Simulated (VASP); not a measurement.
OSZICAR of a VASP run on CdSe (wurtzite):

OSZICAR:
```
       N       E                     dE             d eps       ncg     rms          rms(c)
DAV:   1     0.785427934136E+03    0.78543E+03   -0.34259E+00  1408   0.190E+01    0.553E+00
DAV:   2     0.785018529127E+03   -0.40941E+00   -0.35507E+00  1408   0.163E+01    0.123E+01
DAV:   3     0.784143308979E+03   -0.87522E+00   -0.20326E-01  1484   0.420E+00    0.172E+01
DAV:   4     0.785080298730E+03    0.93699E+00   -0.10000E-01  1440   0.361E+00    0.123E+01
DAV:   5     0.785851180980E+03    0.77088E+00   -0.59281E-01  1408   0.390E+00    0.841E+00
DAV:   6     0.787475932642E+03    0.16248E+01   -0.20187E-01  1408   0.427E+00    0.148E+00
DAV:   7     0.787511131960E+03    0.35199E-01   -0.13070E-01  1408   0.240E+00    0.213E+00
DAV:   8     0.787620003934E+03    0.10887E+00   -0.60632E-03  1480   0.612E-01    0.163E+00
DAV:   9     0.787863420036E+03    0.24342E+00   -0.21899E-02  1408   0.109E+00    0.423E-01
DAV:  10     0.787984598275E+03    0.12118E+00   -0.13875E-02  1408   0.784E-01    0.219E-01
DAV:  11     0.787991654813E+03    0.70565E-02   -0.35461E-04  1544   0.159E-01    0.251E-01
DAV:  12     0.788023901647E+03    0.32247E-01   -0.91161E-05  1500   0.997E-02    0.886E-02
DAV:  13     0.788025044602E+03    0.11430E-02   -0.13319E-04  1440   0.814E-02    0.543E-02
DAV:  14     0.788038491550E+03    0.13447E-01   -0.13588E-05  1460   0.271E-02    0.190E-02
DAV:  15     0.788042513308E+03    0.40218E-02   -0.14889E-05  1432   0.265E-02    0.162E-02
DAV:  16     0.788046661246E+03    0.41479E-02   -0.11824E-06  1168   0.975E-03    0.242E-02
DAV:  17     0.788053750222E+03    0.70890E-02   -0.24316E-06  1068   0.149E-02    0.427E-02
DAV:  18     0.788054284995E+03    0.53477E-03   -0.37902E-06  1264   0.151E-02    0.315E-02
DAV:  19     0.788053789940E+03   -0.49505E-03   -0.23758E-07   760   0.300E-03    0.266E-02
DAV:  20     0.788053439740E+03   -0.35020E-03   -0.41744E-07   900   0.350E-03    0.218E-02
DAV:  21     0.788052196053E+03   -0.12437E-02   -0.42916E-07   744   0.527E-03    0.115E-02
DAV:  22     0.788051258947E+03   -0.93711E-03   -0.15761E-07   704   0.245E-03    0.585E-03
DAV:  23     0.788050602288E+03   -0.65666E-03   -0.72517E-08   704   0.170E-03    0.235E-03
DAV:  24     0.788050353356E+03   -0.24893E-03   -0.22788E-08   704   0.106E-03    0.155E-03
DAV:  25     0.788050053913E+03   -0.29944E-03   -0.13700E-08   704   0.927E-04    0.392E-04
DAV:  26     0.788049996783E+03   -0.57129E-04   -0.32452E-09   704   0.494E-04    0.349E-04
DAV:  27     0.788049989611E+03   -0.71722E-05   -0.62128E-10   704   0.280E-04    0.299E-04
DAV:  28     0.788050009419E+03    0.19808E-04   -0.16359E-09   704   0.301E-04    0.116E-04
DAV:  29     0.788050025470E+03    0.16051E-04   -0.52717E-10   704   0.257E-04    0.516E-05
DAV:  30     0.788050029383E+03    0.39125E-05   -0.21233E-10   704   0.242E-04    0.454E-05
DAV:  31     0.788050033639E+03    0.42560E-05   -0.72555E-11   704   0.231E-04    0.349E-05
DAV:  32     0.788050035436E+03    0.17976E-05   -0.23866E-11   704   0.231E-04    0.295E-05
DAV:  33     0.788050029316E+03   -0.61208E-05   -0.21118E-11   704   0.232E-04    0.225E-05
DAV:  34     0.788050029952E+03    0.63650E-06   -0.52590E-12   704   0.232E-04
   1 F= 0.78805003E+03 E0= 0.78805003E+03  d E =-.181618E-14  mag=    -0.0000    -0.0000     0.0000
       N       E                     dE             ncg
       N       E                     dE             ncg
       N       E                     dE             ncg
       N       E                     dE             ncg
```

### Question
Which electronic solver shows in the log?

### Answer
It is blocked Davidson (ALGO = Normal, or the opening steps of other solvers). The INCAR had ALGO = Normal.

### Question
How was spin treated?

### Answer
With non-collinear spinors: mag has three components.

### Question
Can the final energy be trusted as converged?

### Answer
The run converged. It stopped with EDIFF = 1E-6, NELM = 200 (modified Becke-Johnson potential (mBJ) with spin-orbit coupling, plane waves, VASP's PBE PAW potentials (set 64)). mBJ is a potential without an energy functional, so only the levels count.

The compound is CdSe in the wurtzite structure. It was relaxed first, which changed the volume by +6 %. The cell's shape comes from a PBE relaxation.
